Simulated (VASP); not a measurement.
# Sn2GeO3 (P4/nmm) in VASP: single point with r2SCAN

Aim: the single point of Sn2GeO3 with r2SCAN.

All numbers are computed with VASP 6.6.1; they aren't measurements. Logs are shortened: lines on timing, memory, paths and dates and some standing lists are left out, and cuts for length are marked.

## (1) The structure

The structure is tetragonal, space group P4/nmm (No. 129). Conventional cell: a = 3.794 Å, b = 3.794 Å, c = 14.740 Å, α = 90.00°, β = 90.00°, γ = 90.00°. Sn (site symmetry 4mm) is surrounded by 4 O at 2.24 Å. Sn (site symmetry 4mm) has 4 O at 2.24 Å as nearest neighbours. Around Ge (site symmetry 4mm) lie 4 O at 2.14 Å. O (site symmetry 2mm) is surrounded by 2 Ge at 2.14 Å and 2 Sn at 2.24 Å. Around O (site symmetry -4m2) lie 4 Sn at 2.24 Å.

The cell was built by a generator and needn't be a form met in nature.

## (2) Single point, r2SCAN

Contents of INCAR:

```
ALGO = Normal ; EDIFF = 1E-6
ENCUT = 520 ; ISIF = 2
ISMEAR = 0 ; KPAR = 8
LASPH = T ; LCHARG = F
LMIXTAU = T ; LREAL = F
LWAVE = F ; METAGGA = R2SCAN
NBANDS = 72 ; NELM = 150
PREC = Accurate ; SIGMA = 0.1
```

Contents of KPOINTS:

```
k-points
0
Gamma
  8 8 2
```

Contents of POSCAR:

```
Sn2GeO3
1.0
    3.7935100000      0.0000000000      0.0000000000
    0.0000000000      3.7935100000      0.0000000000
    0.0000000000      0.0000000000     14.7395500000
Sn Ge O
4 2 6
Direct
    0.5000000000      0.0000000000      0.7350240000
    0.0000000000      0.5000000000      0.9194260000
    0.5000000000      0.0000000000      0.0805740000
    0.0000000000      0.5000000000      0.2649760000
    0.0000000000      0.5000000000      0.5869910000
    0.5000000000      0.0000000000      0.4130090000
    0.5000000000      0.5000000000      0.6543900000
    0.0000000000      0.0000000000      0.6543900000
    0.5000000000      0.5000000000      0.0000000000
    0.0000000000      0.0000000000      0.0000000000
    0.0000000000      0.0000000000      0.3456100000
    0.5000000000      0.5000000000      0.3456100000
```

Potentials or basis: VASP PAW PBE potentials, release 64 (Sn_d, Ge_d, O).

Run with:

```bash
$ cat potpaw_PBE.64/Sn_d/POTCAR potpaw_PBE.64/Ge_d/POTCAR potpaw_PBE.64/O/POTCAR > POTCAR
$ mpirun -np 8 vasp_std > vasp.out
```

OUTCAR:

```text
EDIFF = 1E-6
   ENCUT = 520
   ISIF = 2
   ISMEAR = 0
   LASPH = T
   LREAL = F
   METAGGA = R2SCAN
   NELM = 150
   PREC = Accurate

 ion  position               nearest neighbor table
   1  0.500  0.000  0.735-   7 2.24   8 2.24   7 2.24   8 2.24
   2  0.000  0.500  0.919-   9 2.24  10 2.24  10 2.24   9 2.24   3 3.58   3 3.58   3 3.58   3 3.58

   3  0.500  0.000  0.081-   9 2.24  10 2.24   9 2.24  10 2.24   2 3.58   2 3.58   2 3.58   2 3.58

   4  0.000  0.500  0.265-  11 2.24  12 2.24  11 2.24  12 2.24
   5  0.000  0.500  0.587-   7 2.14   8 2.14   8 2.14   7 2.14
   6  0.500  0.000  0.413-  11 2.14  12 2.14  12 2.14  11 2.14
   7  0.500  0.500  0.654-   5 2.14   5 2.14   1 2.24   1 2.24
   8  0.000  0.000  0.654-   5 2.14   5 2.14   1 2.24   1 2.24
   9  0.500  0.500  0.000-   2 2.24   3 2.24   3 2.24   2 2.24
  10  0.000  0.000  0.000-   2 2.24   3 2.24   2 2.24   3 2.24
  11  0.000  0.000  0.346-   6 2.14   6 2.14   4 2.24   4 2.24
  12  0.500  0.500  0.346-   6 2.14   6 2.14   4 2.24   4 2.24

  LATTYP: Found a simple tetragonal cell.
 ALAT       =     3.7935100000
 C/A-ratio  =     3.8854649124

  Lattice vectors:

 A1 = (   3.7935100000,   0.0000000000,   0.0000000000)
 A2 = (   0.0000000000,   3.7935100000,   0.0000000000)
 A3 = (   0.0000000000,   0.0000000000,  14.7395500000)

Analysis of symmetry for initial positions (statically):
=====================================================================
 Subroutine PRICEL returns:
 Original cell was already a primitive cell.

 Routine SETGRP: Setting up the symmetry group for a
 simple tetragonal supercell.

 Subroutine GETGRP returns: Found 16 space group operations
 (whereof  8 operations were pure point group operations)
 out of a pool of 16 trial point group operations.

The static configuration has the point symmetry D_2d.
 The point group associated with its full space group is D_4h.

Analysis of symmetry for dynamics (positions and initial velocities):
=====================================================================
 Subroutine PRICEL returns:
 Original cell was already a primitive cell.

 Routine SETGRP: Setting up the symmetry group for a
 simple tetragonal supercell.

 Subroutine GETGRP returns: Found 16 space group operations
 (whereof  8 operations were pure point group operations)
 out of a pool of 16 trial point group operations.

The dynamic configuration has the point symmetry D_2d.
 The point group associated with its full space group is D_4h.

 Subroutine INISYM returns: Found 16 space group operations
 (whereof  8 operations are pure point group operations),
 and found     1 'primitive' translations

----------------------------------------------------------------------------------------

                                     Primitive cell

  volume of cell :     212.1127

  direct lattice vectors                    reciprocal lattice vectors
     3.793510000  0.000000000  0.000000000     0.263608110  0.000000000  0.000000000
     0.000000000  3.793510000  0.000000000     0.000000000  0.263608110  0.000000000
     0.000000000  0.000000000 14.739550000     0.000000000  0.000000000  0.067844676

  length of vectors
     3.793510000  3.793510000 14.739550000     0.263608110  0.263608110  0.067844676

  position of ions in fractional coordinates (direct lattice)
     0.500000000  0.000000000  0.735024000
     0.000000000  0.500000000  0.919426000
     0.500000000  0.000000000  0.080574000
     0.000000000  0.500000000  0.264976000
     0.000000000  0.500000000  0.586991000
     0.500000000  0.000000000  0.413009000
     0.500000000  0.500000000  0.654390000
     0.000000000  0.000000000  0.654390000
     0.500000000  0.500000000  0.000000000
     0.000000000  0.000000000  0.000000000
     0.000000000  0.000000000  0.345610000
     0.500000000  0.500000000  0.345610000

  ion indices of the primitive-cell ions
   primitive index   ion index
                 1           1
                 2           2
                 3           3
                 4           4
                 5           5
                 6           6
                 7           7
                 8           8
                 9           9
                10          10
                11          11
                12          12

----------------------------------------------------------------------------------------

 KPOINTS: k-points

Automatic generation of k-mesh.
 Grid dimensions read from file:
 generate k-points for:    8    8    2

 Generating k-lattice:

  Cartesian coordinates                     Fractional coordinates (reciprocal lattice)
     0.032951014  0.000000000  0.000000000     0.125000000  0.000000000  0.000000000
     0.000000000  0.032951014  0.000000000     0.000000000  0.125000000  0.000000000
     0.000000000  0.000000000  0.033922338     0.000000000  0.000000000  0.500000000

  Length of vectors
     0.032951014  0.032951014  0.033922338

  Shift w.r.t. Gamma in fractional coordinates (k-lattice)
     0.000000000  0.000000000  0.000000000

 Subroutine IBZKPT returns following result:
 ===========================================

 Found     30 irreducible k-points:

 Following reciprocal coordinates:
            Coordinates               Weight
  0.000000  0.000000  0.000000      1.000000
  0.125000  0.000000  0.000000      4.000000
  0.250000  0.000000  0.000000      4.000000
  0.375000  0.000000  0.000000      4.000000
  0.500000  0.000000  0.000000      2.000000
  0.125000  0.125000  0.000000      4.000000
[... 16 lines left out ...]
  0.375000  0.125000  0.500000      8.000000
  0.500000  0.125000  0.500000      4.000000
 [... further k-points ...]
   k-points           NKPTS =     30   k-points in BZ     NKDIM =     30   number of bands    NBANDS=     72
   number of dos      NEDOS =    301   number of ions     NIONS =     12
   total plane-waves  NPLWV =  87808
   dimension x,y,z NGX =    28 NGY =   28 NGZ =  112
   dimension x,y,z NGXF=    56 NGYF=   56 NGZF=  224
   ions per type =               4   2   6
   NGX,Y,Z   is equivalent  to a cutoff of  12.27, 12.27, 12.63 a.u.
   NGXF,Y,Z  is equivalent  to a cutoff of  24.54, 24.54, 25.26 a.u.
 SYSTEM =  unknown system
   PREC   = accura    normal or accurate (medium, high low for compatibility)
   ISTART =      0    job   : 0-new  1-cont  2-samecut
   ICHARG =      2    charge: 1-file 2-atom 10-const
   ISPIN  =      1    spin polarized calculation?
   LNONCOLLINEAR =      F non collinear calculations
   LSORBIT =      F    spin-orbit coupling
   LASPH  =      T    aspherical Exc in radial PAW
   ENCUT  =  520.0 eV  38.22 Ry    6.18 a.u.   7.05  7.05 27.41*2*pi/ulx,y,z
   NELM   =    150;   NELMIN=  2; NELMDL= -5     # of ELM steps
   EDIFF  = 0.1E-05   stopping-criterion for ELM
   LREAL  =      F    real-space projection
   EDIFFG = 0.1E-04   stopping-criterion for IOM
   NSW    =      0    number of steps for IOM
   IBRION =     -1    ionic relax: 0-MD 1-quasi-New 2-CG
   NFREE  =      0    steps in history (QN), initial steepest desc. (CG)
   ISIF   =      2    stress and relaxation
   ISYM   =      2    0-nonsym 1-usesym 2-fastsym
   POTIM  = 0.5000    time-step for ionic-motion
   TEBEG  =    0.0;   TEEND  =   0.0 temperature during run
   PSTRESS=    0.0 pullay stress
   NELECT =     120.0000    total number of electrons
   NUPDOWN=      -1.0000    fix difference up-down
   EMIN   =  10.00;   EMAX   =-10.00  energy-range for DOS
   EFERMI =   0.00;   METHOD = LEGACY
   ISMEAR =     0;   SIGMA  =   0.10  broadening in eV -4-tet -1-fermi 0-gaus
   EFERMI_NEDOS =   21; number of points for ismear=-14 and -15
   IALGO  =     38    algorithm
   IMIX   =      4    mixing-type and parameters
     AMIX     =   0.40;   BMIX     =  1.00
     AMIX_MAG =   1.60;   BMIX_MAG =  1.00
  volume/ion in A,a.u.               =      17.68       119.28
  Fermi-wavevector in a.u.,A,eV,Ry     =   1.353982  2.558656 24.943130  1.833268
  Thomas-Fermi vector in A             =   2.481192
   LORBIT       =      0    0 simple, 1 ext, 2 COOP (PROOUT), +10 PAW based schemes
   METAGGA = R2SCAN    functional components
   LHFCALC =     F    Hartree Fock is set to
   AEXX    =    0.0000 exact exchange contribution
   IVDW    =     0    specifies the selected vdW correction
   LEPSILON=     F    determine dielectric tensor
   LRPA    =     F    only Hartree local field effects (RPA)
 non-spin polarized calculation
 Gauss-broadening in eV      SIGMA  =   0.10
  energy-cutoff  :      520.00
  volume of cell :      212.11
 maximum number of plane-waves:      5748
   NGX = 15   NGY = 15   NGZ = 55

 number of electron     119.9999946 magnetization

 Free energy of the ion-electron system (eV)
  ---------------------------------------------------
  ext. energy  EPLUGINS =         0.00000000
  ---------------------------------------------------
  free energy    TOTEN  =      -177.51740514 eV

  energy without entropy =     -177.51740514  energy(sigma->0) =     -177.51740514

 E-fermi :   5.9630     XC(G=0): -10.6481

 val. band max:        5.5886292726   @ k =   0.0000   0.0000   0.5000
 cond. band min:       6.3456112732   @ k =   0.5000   0.5000   0.0000
 fundamental gap:      0.7569820006
 Fermi energy:         5.9629530640

 k-point     1 :       0.0000    0.0000    0.0000
  band No.  band energies     occupation
      1     -20.0959      2.00000
      2     -20.0930      2.00000
      3     -20.0170      2.00000
      4     -20.0140      2.00000
      5     -20.0099      2.00000
      6     -20.0099      2.00000
[... 64 lines left out ...]
     71      10.9486      0.00000
     72      10.9486      0.00000

 k-point     2 :       0.1250    0.0000    0.0000
  band No.  band energies     occupation
      1     -20.0924      2.00000
      2     -20.0898      2.00000
      3     -20.0175      2.00000
      4     -20.0148      2.00000
      5     -20.0134      2.00000
      6     -20.0094      2.00000
[... 1642 lines left out ...]
 k-point    24 :       0.5000    0.1250    0.5000
  band No.  band energies     occupation
      1     -20.0638      2.00000
      2     -20.0638      2.00000
      3     -20.0352      2.00000
      4     -20.0352      2.00000
      5     -20.0200      2.00000
      6     -20.0200      2.00000
[... 64 lines left out ...]
     71      11.3115      0.00000
     72      11.3115      0.00000

 [... further k-points ...]
[... 5 lines left out ...]
  --------------------------------------------------------------------------------------
  -------------------------------------------------------------------------------------
  Total       -5.6887376     -5.6887376     -3.9051853      0.0000000     -0.0000000     -0.0000000
  in kB      -42.9694496    -42.9694496    -29.4975223      0.0000000     -0.0000000     -0.0000000
  external PRESSURE =     -38.4788071 kB  Pullay stress =       0.0000000 kB

 VOLUME and BASIS-vectors are now :
 -----------------------------------------------------------------------------
  energy-cutoff  :      520.00
  volume of cell :      212.11
      direct lattice vectors                 reciprocal lattice vectors
     3.793510000  0.000000000  0.000000000     0.263608110  0.000000000  0.000000000
     0.000000000  3.793510000  0.000000000     0.000000000  0.263608110  0.000000000
     0.000000000  0.000000000 14.739550000     0.000000000  0.000000000  0.067844676

 POSITION                                       TOTAL-FORCE (eV/Angst)
 -----------------------------------------------------------------------------------
      1.89675      0.00000     10.83392         0.000000      0.000000     -0.502318
      0.00000      1.89675     13.55193        -0.000000      0.000000      0.483056
      1.89675      0.00000      1.18762         0.000000      0.000000     -0.483056
      0.00000      1.89675      3.90563        -0.000000     -0.000000      0.502318
      0.00000      1.89675      8.65198         0.000000      0.000000      0.336324
      1.89675      0.00000      6.08757        -0.000000      0.000000     -0.336324
      1.89675      1.89675      9.64541        -0.000000      0.000000      0.058616
      0.00000      0.00000      9.64541        -0.000000     -0.000000      0.058616
      1.89675      1.89675      0.00000         0.000000     -0.000000     -0.000000
      0.00000      0.00000      0.00000        -0.000000      0.000000     -0.000000
      0.00000      0.00000      5.09414        -0.000000     -0.000000     -0.058616
      1.89675      1.89675      5.09414         0.000000      0.000000     -0.058616
 -----------------------------------------------------------------------------------
    total drift:                                0.000000      0.000000      0.000000

  FREE ENERGIE OF THE ION-ELECTRON SYSTEM (eV)
  ---------------------------------------------------
  free  energy   TOTEN  =      -177.5174051405 eV

  energy  without entropy=     -177.5174051397  energy(sigma->0) =     -177.51740514
```

It took 5.5 min on 8 MPI ranks of Intel Xeon Platinum 8488C (Sapphire Rapids), shared host; peak memory 0.61 GiB.

Results:

- Free energy: -177.5174 eV
- Pressure: -3.8 GPa
- Largest force: 0.502 eV/Å
- Band gap on the k mesh: 0.76 eV, indirect (least direct gap 0.88 eV)

Forces on the atoms (eV/Å):
```
Sn   0.000  0.000 -0.502
Sn   0.000  0.000  0.483
Sn   0.000  0.000 -0.483
Sn   0.000  0.000  0.502
Ge   0.000  0.000  0.336
Ge   0.000  0.000 -0.336
O    0.000  0.000  0.059
O    0.000  0.000  0.059
O    0.000  0.000  0.000
O    0.000  0.000  0.000
O    0.000  0.000 -0.059
O    0.000  0.000 -0.059
```

Stress tensor (GPa, compression positive):
```
-4.30  0.00  0.00
 0.00 -4.30  0.00
 0.00  0.00 -2.95
```

Caveat: the PAW data sets were made with another functional, which shifts forces and pressure a little; spin-orbit coupling is left out, which moves the levels of the heavy elements. r2SCAN opens gaps a little over a GGA but as a rule still falls short of measured ones.
